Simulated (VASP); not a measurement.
These are RPBE GGA, VASP's PBE PAW potentials (set 64) (plane waves; VASP 6.6.1) values and carry that method's errors.

Input for VASP

**KPOINTS**
```
Automatic mesh
0
Gamma
 6 6 3
```

**INCAR**
```
# general
SYSTEM   =  La2O3
PREC     =  Accurate
ENCUT    =  520
LREAL    =  F
LASPH    =  T

# electronic loop
EDIFF    =  1E-6
NELM     =  100
ALGO     =  Normal
LMAXMIX  =  6

# smearing
ISMEAR   =  0
SIGMA    =  0.05

# functional
GGA      =  RP

# ions
IBRION   =  2
NSW      =  60
ISIF     =  3
EDIFFG   =  -0.02

# output
LWAVE    =  F
LCHARG   =  F
```

POSCAR:
```
La2O3
1
    1.9816352427    -3.4322928299    -0.0000000000
    1.9816352427     3.4322928299     0.0000000000
    0.0000000000    -0.0000000000     6.2773377048
La O
2 3
Direct
  0.3333330000   0.6666670000   0.2485809811
  0.6666670000   0.3333330000   0.7514190189
  0.0000000000   0.0000000000   0.0000000000
  0.3333330000   0.6666670000   0.6462215905
  0.6666670000   0.3333330000   0.3537784095
```

POTCAR, in this order: La O (PBE.64 set). Program: vasp_std.

Output

### OSZICAR
```
       N       E                     dE             d eps       ncg     rms          rms(c)
DAV:   1     0.476656842880E+03    0.47666E+03   -0.15796E+04   832   0.250E+03
DAV:   2     0.898635357995E+02   -0.38679E+03   -0.38149E+03  1216   0.404E+02
DAV:   3    -0.260630837028E+02   -0.11593E+03   -0.11270E+03  1504   0.216E+02
DAV:   4    -0.445975152005E+02   -0.18534E+02   -0.18526E+02  1456   0.912E+01
DAV:   5    -0.455464252826E+02   -0.94891E+00   -0.94860E+00  1568   0.248E+01    0.149E+01
DAV:   6    -0.398593222327E+02    0.56871E+01   -0.52721E+01  1256   0.433E+01    0.760E+00
DAV:   7    -0.398416303158E+02    0.17692E-01   -0.58470E+00  1504   0.253E+01    0.354E+00
DAV:   8    -0.398856990526E+02   -0.44069E-01   -0.51251E-01  1488   0.636E+00    0.148E+00
DAV:   9    -0.399031518724E+02   -0.17453E-01   -0.88634E-02  1400   0.289E+00    0.434E-01
DAV:  10    -0.399072873309E+02   -0.41355E-02   -0.47976E-02  1440   0.144E+00    0.217E-01
DAV:  11    -0.399095044941E+02   -0.22172E-02   -0.15509E-02  1392   0.927E-01    0.143E-01
DAV:  12    -0.399105094403E+02   -0.10049E-02   -0.33408E-03  1200   0.445E-01    0.102E-01
DAV:  13    -0.399104598283E+02    0.49612E-04   -0.18748E-03  1464   0.300E-01    0.191E-02
DAV:  14    -0.399105284302E+02   -0.68602E-04   -0.46608E-04  1344   0.166E-01    0.293E-02
DAV:  15    -0.399105149630E+02    0.13467E-04   -0.13787E-04  1432   0.953E-02    0.998E-03
DAV:  16    -0.399105157663E+02   -0.80330E-06   -0.84245E-06  1184   0.234E-02
   1 F= -.39910516E+02 E0= -.39910516E+02  d E =-.399105E+02
       N       E                     dE             d eps       ncg     rms          rms(c)
DAV:   1    -0.399112768798E+02   -0.76192E-03   -0.85402E-02  1160   0.244E+00    0.186E-01
DAV:   2    -0.399108362894E+02    0.44059E-03   -0.49411E-03  1224   0.682E-01    0.669E-02
DAV:   3    -0.399107226105E+02    0.11368E-03   -0.54150E-04  1504   0.261E-01    0.202E-02
DAV:   4    -0.399107151607E+02    0.74498E-05   -0.79180E-05  1560   0.910E-02    0.861E-03
DAV:   5    -0.399107179330E+02   -0.27723E-05   -0.13043E-05  1480   0.262E-02    0.505E-03
DAV:   6    -0.399107200599E+02   -0.21270E-05   -0.16894E-06   824   0.129E-02    0.264E-03
DAV:   7    -0.399107220278E+02   -0.19678E-05   -0.79437E-07   840   0.153E-02    0.477E-04
DAV:   8    -0.399107219684E+02    0.59372E-07   -0.32153E-07   640   0.119E-02
   2 F= -.39910722E+02 E0= -.39910722E+02  d E =-.206202E-03
       N       E                     dE             d eps       ncg     rms          rms(c)
DAV:   1    -0.399107439209E+02   -0.21893E-04   -0.30728E-03  1168   0.464E-01    0.349E-02
DAV:   2    -0.399107282205E+02    0.15700E-04   -0.17769E-04  1280   0.129E-01    0.128E-02
DAV:   3    -0.399107241162E+02    0.41043E-05   -0.20386E-05  1488   0.506E-02    0.391E-03
DAV:   4    -0.399107240561E+02    0.60126E-07   -0.15938E-06   832   0.169E-02
   3 F= -.39910724E+02 E0= -.39910724E+02  d E =-.208290E-03
       N       E                     dE             d eps       ncg     rms          rms(c)
DAV:   1    -0.399106958363E+02    0.28280E-04   -0.80227E-02   952   0.204E+00    0.931E-02
DAV:   2    -0.399108671608E+02   -0.17132E-03   -0.37356E-03  1272   0.607E-01    0.400E-02
DAV:   3    -0.399108416162E+02    0.25545E-04   -0.28824E-04  1504   0.159E-01    0.152E-02
DAV:   4    -0.399108375938E+02    0.40224E-05   -0.54976E-05  1472   0.653E-02    0.105E-02
DAV:   5    -0.399108351628E+02    0.24310E-05   -0.12461E-05  1320   0.248E-02    0.333E-03
DAV:   6    -0.399108346424E+02    0.52043E-06   -0.11988E-06   792   0.143E-02
   4 F= -.39910835E+02 E0= -.39910835E+02  d E =-.110586E-03
       N       E                     dE             d eps       ncg     rms          rms(c)
DAV:   1    -0.399108334154E+02    0.17474E-05   -0.52805E-04  1016   0.168E-01    0.733E-03
DAV:   2    -0.399108346137E+02   -0.11983E-05   -0.23823E-05  1288   0.471E-02    0.302E-03
DAV:   3    -0.399108343387E+02    0.27502E-06   -0.81034E-07   784   0.131E-02
   5 F= -.39910834E+02 E0= -.39910834E+02  d E =-.110283E-03
       N       E                     dE             d eps       ncg     rms          rms(c)
DAV:   1    -0.399108652975E+02   -0.30684E-04   -0.26957E-02  1248   0.130E+00    0.580E-02
DAV:   2    -0.399109037083E+02   -0.38411E-04   -0.11492E-03  1248   0.267E-01    0.262E-02
DAV:   3    -0.399108937852E+02    0.99230E-05   -0.10871E-04  1480   0.110E-01    0.123E-02
DAV:   4    -0.399108918209E+02    0.19644E-05   -0.18462E-05  1448   0.406E-02    0.561E-03
DAV:   5    -0.399108914273E+02    0.39354E-06   -0.55031E-06  1072   0.197E-02
   6 F= -.39910891E+02 E0= -.39910891E+02  d E =-.570886E-04
```

**OUTCAR**
```
------------------------ aborting loop because EDIFF is reached ----------------------------------------
  FORCE on cell =-STRESS in cart. coord.  units (eV):
  Direction    XX          YY          ZZ          XY          YZ          ZX
  --------------------------------------------------------------------------------------
  Total       -0.0133175     -0.0133175      0.0074226      0.0000000      0.0000000      0.0000000
  in kB       -0.2500672     -0.2500672      0.1393774      0.0000000      0.0000000      0.0000000
  external PRESSURE =      -0.1202523 kB  Pullay stress =       0.0000000 kB
  volume of cell :       85.33
      direct lattice vectors                 reciprocal lattice vectors
     1.980474485 -3.430282338 -0.000000000     0.252464752 -0.145760597  0.000000000
     1.980474485  3.430282338  0.000000000     0.252464752  0.145760597 -0.000000000
     0.000000000  0.000000000  6.279825627    -0.000000000 -0.000000000  0.159240090
 POSITION                                       TOTAL-FORCE (eV/Angst)
 -----------------------------------------------------------------------------------
      1.98047      1.14343      1.56131         0.000000     -0.000000      0.009393
      1.98047     -1.14343      4.71851        -0.000000      0.000000     -0.009393
      0.00000      0.00000      6.27983        -0.000000     -0.000000      0.000000
      1.98047      1.14343      4.05147        -0.000000      0.000000     -0.000234
      1.98047     -1.14343      2.22835         0.000000     -0.000000      0.000234
 -----------------------------------------------------------------------------------
    total drift:                               -0.000000      0.000000      0.000000
  FREE ENERGIE OF THE ION-ELECTRON SYSTEM (eV)
  ---------------------------------------------------
  free  energy   TOTEN  =       -39.9108914273 eV

  energy  without entropy=      -39.9108914273  energy(sigma->0) =      -39.91089143

 reached required accuracy - stopping structural energy minimisation
```
(Selected blocks of OUTCAR.)

**CONTCAR**
```
La2O3
   1.00000000000000
     1.9804744848481965   -3.4302823384883663   -0.0000000000000000
     1.9804744848481965    3.4302823384883663    0.0000000000000000
     0.0000000000000000    0.0000000000000000    6.2798256269536461
  La              O
     2     3
Direct
     0.3333330000000032    0.6666669999999968    0.2486239345435479
     0.6666669999999968    0.3333330000000032    0.7513760654564520
     0.0000000000000000    0.0000000000000000    1.0000000000000000
     0.3333330000000032    0.6666669999999968    0.6451566745184885
     0.6666669999999968    0.3333330000000032    0.3548433254815116
```

The compound is La2O3 in the a-type structure. This run relaxes it. Symmetry was kept, so distortions that lower it aren't found. The start is the result of an earlier pass.
